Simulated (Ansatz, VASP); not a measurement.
# Cross-check of K (K(111)) between VASP and Ansatz, part 2 of 2

Wanted: the spread between two codes on one cell, functional and k mesh.  Other levels of theory on this material are compared in a session of their own.

VASP 6.6.1 and Ansatz 0.2.0.

So far: Starting point; Ansatz: single point, PBE; VASP: single point, PBE.

## (3) VASP: single point, PBE (continued)

Level of this step: PBE; plane waves and PAW (K_pv) (VASP).

Numbers of over 12 decimals in the logs are rounded to 6 here.

Parts of OUTCAR (step 3):

```text
ion  position               nearest neighbor table
   1  0.667  0.667  0.272-   4 4.53   2 4.53   2 4.53   2 4.53   3 5.23   3 5.23   3 5.23
   2  0.000  0.000  0.318-   1 4.53   1 4.53   1 4.53   3 4.53   3 4.53   3 4.53   5 4.53   4 5.23
                             4 5.23   4 5.23
   3  0.333  0.333  0.363-   6 4.53   4 4.53   4 4.53   2 4.53   4 4.53   2 4.53   2 4.53   1 5.23
                             5 5.23   1 5.23   5 5.23   5 5.23   1 5.23
   4  0.667  0.667  0.409-   1 4.53   7 4.53   3 4.53   3 4.53   5 4.53   3 4.53   5 4.53   5 4.53
                             2 5.23   6 5.23   6 5.23   2 5.23   2 5.23   6 5.23
   5  0.000  0.000  0.454-   8 4.53   6 4.53   6 4.53   6 4.53   4 4.53   4 4.53   4 4.53   2 4.53
                             7 5.23   7 5.23   7 5.23   3 5.23   3 5.23   3 5.23
   6  0.333  0.333  0.500-   3 4.53   9 4.53   5 4.53   7 4.53   7 4.53   5 4.53   5 4.53   7 4.53
                             4 5.23   8 5.23   4 5.23   8 5.23   8 5.23   4 5.23
   7  0.667  0.667  0.546-   4 4.53   6 4.53   6 4.53   8 4.53   6 4.53   8 4.53   8 4.53  10 4.53
                             5 5.23   5 5.23   5 5.23   9 5.23   9 5.23   9 5.23
   8  0.000  0.000  0.591-   5 4.53  11 4.53   9 4.53   9 4.53   9 4.53   7 4.53   7 4.53   7 4.53
                            10 5.23   6 5.23   6 5.23  10 5.23   6 5.23  10 5.23
   9  0.333  0.333  0.637-   6 4.53   8 4.53   8 4.53   8 4.53  10 4.53  10 4.53  10 4.53   7 5.23
                            11 5.23   7 5.23  11 5.23  11 5.23   7 5.23
  10  0.667  0.667  0.682-  11 4.53  11 4.53  11 4.53   9 4.53   9 4.53   9 4.53   7 4.53   8 5.23
                             8 5.23   8 5.23
  11  0.000  0.000  0.728-   8 4.53  10 4.53  10 4.53  10 4.53   9 5.23   9 5.23   9 5.23

  LATTYP: Found a hexagonal cell.
 ALAT       =     7.3963369312
 C/A-ratio  =     4.4748785577

 Subroutine GETGRP returns: Found 12 space group operations
 (whereof  6 operations were pure point group operations)

The static configuration has the point symmetry C_3v.
 The point group associated with its full space group is D_3d.

 Found      7 irreducible k-points:

   k-points           NKPTS =      7   k-points in BZ     NKDIM =      7   number of bands    NBANDS=     49

   dimension x,y,z NGX =    36 NGY =   36 NGZ =  160
   dimension x,y,z NGXF=    72 NGYF=   72 NGZF=  320

   ENCUT  =  350.0 eV  25.72 Ry    5.07 a.u.  11.28 11.28 50.49*2*pi/ulx,y,z

   NELECT =      77.0000    total number of electrons

 k-points in reciprocal lattice and weights: Automatic mesh
   0.00000000  0.00000000  0.00000000       0.028
   0.16666667  0.00000000  0.00000000       0.167
   0.33333333 -0.00000000  0.00000000       0.167
   0.50000000  0.00000000  0.00000000       0.083
   0.33333333  0.16666667  0.00000000       0.167
   0.50000000  0.16666667  0.00000000       0.333
  -0.33333333  0.33333333  0.00000000       0.056

 dipolmoment           0.000000      0.000000     -0.000000 electrons x Angstroem

 average (electrostatic) potential at core
       1 -18.2688       2 -17.9527       3 -17.8555       4 -17.7871       5 -17.7951
       6 -17.8001       7 -17.7951       8 -17.7871       9 -17.8555      10 -17.9527
      11 -18.2688

 E-fermi :  -1.5719

 k-point     1 :       0.0000    0.0000    0.0000
  band No.  band energies     occupation
    ...
     33     -17.1814      2.00000
     34      -3.7065      2.00000
     35      -3.3786      2.00000
     36      -2.8593      2.00000
     37      -2.2062      2.00000
     38      -1.5111      0.15324
     39      -0.8486     -0.00000
     40      -0.3644     -0.00000
     41      -0.3644     -0.00000
     42      -0.3386     -0.00000
    ...

 k-point     2 :       0.1667    0.0000    0.0000
  band No.  band energies     occupation
    ...
     33     -17.1813      2.00000
     34      -3.5895      2.00000
     35      -3.2646      2.00000
     36      -2.7507      2.00000
     37      -2.1057      2.00000
     38      -1.4203     -0.05384
     39      -1.1219     -0.00000
     40      -0.8712     -0.00000
     41      -0.7636     -0.00000
     42      -0.6342     -0.00000
    ...

 k-point     3 :       0.3333   -0.0000    0.0000
  band No.  band energies     occupation
    ...
     35      -2.9293      2.00000
     36      -2.4320      2.00000
     37      -1.9684      2.00000
     38      -1.8206      2.00245
     39      -1.6679      2.04086
     40      -1.2618     -0.00011
     41      -1.1238     -0.00000
     42      -0.9336     -0.00000
     43      -0.7988     -0.00000
     44      -0.6921     -0.00000
    ...

  Total        0.2052556      0.2052556     -0.1960992      0.0000000      0.0000000      0.0000000
  in kB        0.2097218      0.2097218     -0.2003662      0.0000000      0.0000000      0.0000000
  external PRESSURE =       0.0730258 kB  Pullay stress =       0.0000000 kB

  energy-cutoff  :      350.00
  volume of cell :     1568.06
      direct lattice vectors                 reciprocal lattice vectors
     7.396336931  0.000000000  0.000000000     0.135202061 -0.078058947  0.000000000
     3.698168466  6.405415677  0.000000000     0.000000000  0.156117893  0.000000000
     0.000000000  0.000000000 33.097709539     0.000000000  0.000000000  0.030213571

 POSITION                                       TOTAL-FORCE (eV/Angst)
 -----------------------------------------------------------------------------------
      7.39634      4.27028      9.00000        -0.000000     -0.000000      0.032124
      0.00000      0.00000     10.50977        -0.000000      0.000000      0.022119
      3.69817      2.13514     12.01954         0.000000     -0.000000     -0.053083
      7.39634      4.27028     13.52931         0.000000     -0.000000     -0.011514
      0.00000      0.00000     15.03908         0.000000     -0.000000     -0.005681
      3.69817      2.13514     16.54885         0.000000      0.000000      0.000000
      7.39634      4.27028     18.05863        -0.000000     -0.000000      0.005681
      0.00000      0.00000     19.56840         0.000000     -0.000000      0.011514
      3.69817      2.13514     21.07817        -0.000000     -0.000000      0.053083
      7.39634      4.27028     22.58794         0.000000     -0.000000     -0.022119
      0.00000      0.00000     24.09771         0.000000      0.000000     -0.032124
 -----------------------------------------------------------------------------------
    total drift:                               -0.000000     -0.000000     -0.000000

  FREE ENERGIE OF THE ION-ELECTRON SYSTEM (eV)
  ---------------------------------------------------
  free  energy   TOTEN  =       -10.4863187888 eV

  energy  without entropy=      -10.4925010289  energy(sigma->0) =      -10.48837954

 vacuum level on the upper side and lower side of the slab         0.539         0.539

 total charge
# of ion       s       p       d       tot
------------------------------------------
    1        0.161   5.968   0.007   6.136
    2        0.163   5.997   0.009   6.168
    3        0.144   6.008   0.011   6.164
    4        0.148   6.014   0.012   6.174
    5        0.154   6.010   0.012   6.175
    6        0.149   6.015   0.011   6.175
    7        0.154   6.010   0.012   6.175
    8        0.148   6.014   0.012   6.174
    9        0.144   6.008   0.011   6.164
   10        0.163   5.997   0.009   6.168
   11        0.161   5.968   0.007   6.136
--------------------------------------------------
tot          1.687  66.009   0.113  67.809

[... 3 further parts left out ...]
```

## (4) Comparison

Known differences besides the potentials themselves: the data sets hold 99 valence electrons in Ansatz (default PAW (the set named soft_2) files) and 77 in VASP; the cutoff is 420 eV in Ansatz and 350 eV in VASP (PREC = Normal); VASP leaves aspherical gradient terms in its spheres out (LASPH is not set), Ansatz keeps them. Total energies have different zeros and are not compared.

The two programs side by side:

| quantity | Ansatz | VASP | difference |
| --- | --- | --- | --- |
| work function, lower of the two faces (eV) | 2.11 | 2.11 | 0.00 |
| work function, higher of the two faces (eV) | 2.11 | 2.11 | 0.00 |

VASP's log warns that it found no field-free region in the vacuum, so its work functions are uncertain.

## (5) Results

```yaml
difference_in_work_function_higher_of_the_two_faces_single_point_pbe: 1.8e-4 eV
```

What this shows: The difference in work function, higher of the two faces is 1.8e-4 eV (single point, PBE). 3 further runs of this series are not shown here. Such differences can come from data sets, numerical settings and the points named under the comparisons, not from the functional's error against experiment.

[Lines on the potential files, build, host, timing and source positions are cut from VASP's logs without a mark.]

[Logs are printed without paths, hosts, clocks, repeated set-up lines and the standing remarks that a program may print on its own settings, such as how far it seeks lower states.]

[Hosts, paths, dates, database ids (printed as entryN), source tags and the programs' standing remarks are cut or masked in the printed files.]
